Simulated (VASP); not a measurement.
Method: LDA (Ceperley-Alder, Perdew-Zunger), VASP's LDA PAW potentials (set 64) (plane waves; VASP).

VASP input:

### POSCAR
```
Rb
1
   -2.6890972880     2.6890972880     2.6890972880
    2.6890972880    -2.6890972880     2.6890972880
    2.6890972880     2.6890972880    -2.6890972880
Rb
1
Direct
  0.0000000000   0.0000000000   0.0000000000
```

File KPOINTS:
```
Automatic mesh
0
Gamma
10 10 10
0 0 0
```

**INCAR**
```
IBRION = 2
SIGMA = 0.1
EDIFFG = -0.02   # ionic stop
ISMEAR = 1   # Methfessel-Paxton
PSTRESS = 50
ALGO = Normal   # blocked Davidson
NSW = 40
EDIFF = 1E-6   # SCF stop (eV)
LREAL = .FALSE.
LMAXMIX = 4   # l cut-off of mixed one-centre charges
ENCUT = 500
PREC = Accurate
NELM = 100
LCHARG = .FALSE.
SYSTEM = Rb
ISIF = 3   # ions, shape and volume
LWAVE = .FALSE.
LASPH = .TRUE.   # aspherical one-centre terms
```

POTCAR, in this order: Rb_sv (LDA.64 set). Program: vasp_std.

### Question
What will the output report for the number of irreducible k-points (NKPTS), largest plane-wave count, number of space-group operations, FFT grid (NGX, NGY, NGZ)?

### Answer

```
Property                                      Result
--------------------------------------  ------------
number of irreducible k-points (NKPTS)            47
largest plane-wave count                        1995
number of space-group operations                  48
FFT grid (NGX, NGY, NGZ)                36 × 36 × 36
```

The compound is Rb in the bcc structure. This run relaxes it under an external pressure of 5 GPa. Symmetry was kept, so distortions that lower it aren't found.
